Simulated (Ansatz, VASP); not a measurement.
**Two plane-wave programs on TeWS5**

Contents of INCAR:

```
ALGO = Fast
EDIFF = 1E-6
ENCUT = 520
GGA = PE
ISIF = 2
ISMEAR = 0
ISPIN = 2
LASPH = True
LCHARG = False
LMAXMIX = 4
LORBIT = 11
LREAL = False
LWAVE = False
MAGMOM = -0.06 0.87 0.02 -0.1 -0.1 -0.1 -0.1
NBANDS = 38
NELM = 150
PREC = Accurate
SIGMA = 0.1
```

The input KPOINTS:

```
k-points
0
Gamma
  4 4 2
```

File POSCAR:

```
TeWS5
1.0
    4.3848779900      0.0000000000      0.0000000000
    0.0000000000      4.3848779900      0.0000000000
    0.0000000000      0.0000000000      7.8571192800
Te W S
1 1 5
Direct
    0.0000000000      0.0000000000      0.0000000000
    0.5000000000      0.5000000000      0.5000000000
    0.5000000000      0.5000000000      0.0000000000
    0.5000000000      0.0000000000      0.7003319900
    0.0000000000      0.5000000000      0.7003319900
    0.5000000000      0.0000000000      0.2996680100
    0.0000000000      0.5000000000      0.2996680100
```

Input for Ansatz:

```yaml
crystal:
  lattice:
    - [4.38487799, 0.0, 0.0]
    - [0.0, 4.38487799, 0.0]
    - [0.0, 0.0, 7.85711928]
  atoms:
    - { symbol: Te, position: [0.0, 0.0, 0.0] }
    - { symbol: W, position: [0.5, 0.5, 0.5] }
    - { symbol: S, position: [0.5, 0.5, 0.0] }
    - { symbol: S, position: [0.5, 0.0, 0.70033199] }
    - { symbol: S, position: [0.0, 0.5, 0.70033199] }
    - { symbol: S, position: [0.5, 0.0, 0.29966801] }
    - { symbol: S, position: [0.0, 0.5, 0.29966801] }
basis:
  ecutwfc: 420
kpoints:
  mp_grid: { grid: [4, 4, 2] }
hamiltonian:
  xc: pbe
scf:
  occupations: { method: gaussian, width: 0.1 }
  lower_state_search: "off"
output:
  forces: true
  stress: true
  eigenvalues: true
  populations: true
magnetization:
  spin_polarized: true
```

Change from the starting cell: species swapped into the SnPPt5 type (P4/mmm, No. 123).

Alike in both runs: task single point; functional PBE; k mesh 4 × 4 × 2; occupations gaussian, width 0.1 eV; collinear spin.

```csv
,VASP,Ansatz
version,VASP 6.6.1,Ansatz 0.2.0
potentials or method,"VASP PAW PBE potentials, release 64 (Te, W_sv, S)","scalar-relativistic, plane waves, PAW"
plane-wave cutoff (eV),520,420
valence electrons in the cell,50,60
```

|  | VASP | Ansatz | Ansatz less VASP |
| --- | --- | --- | --- |
| gap on the k mesh at the Fermi level (eV) | none | none | - |
| pressure (GPa) | -12.9 | -12.8 | +0.07 |
| largest component of the traceless stress (GPa) | 0.40 | 0.44 | +0.040 |
| rms of the force components (eV/Å) | 0.613 | 0.614 | +0.0007 |
| net moment per atom (μB) | 0.08 | 0.08 | +0.004 |
| size of the moment on the site where the two differ most (μB) | 0.89 | 0.80 | -0.093 |

Site moments also hang on the region over which each program counts them. Atom by atom the forces differ by 0.001 eV/Å (rms over components). A gap of «none» marks a metal or a gap that the smearing closes. The two sets of potentials don't hold the same shells in valence. Ansatz warned: «no_starting_moments».

Caveats: the k mesh is coarse (spacing up to 0.40 Å⁻¹), so the values aren't converged; forces of over 1 eV/Å show positions far from the minimum, so gaps and moduli don't describe the material at rest. The runs have no spin-orbit coupling, so splittings on Te, W are missing.
